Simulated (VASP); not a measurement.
Input:

```yaml
crystal:
  lattice:
    - [-1.65884, 1.65884, 1.65884]
    - [1.65884, -1.65884, 1.65884]
    - [1.65884, 1.65884, -1.65884]
  atoms:
    - { symbol: Ta, position: [0.00000, 0.00000, 0.00000] }
```

Calculation: PBE GGA with D3 dispersion (zero damping), VASP's PBE PAW potentials (set 64) (plane waves; VASP). Numerical set-up: 520 eV cut-off, 16×16×16 Γ-centred mesh, first-order Methfessel-Paxton smearing of 0.10 eV, potentials Ta_pv.

Question: Give the stress tensor in GPa (positive for a compressed cell).

Answer: 
```
-5.89   0.00   0.00
 0.00  -5.89   0.00
 0.00   0.00  -5.89
```
The pressure is its mean diagonal, -5.89 GPa.

The compound is Ta in the bcc structure. This cell is one point of a volume scan, at 1.03 of the reference volume.
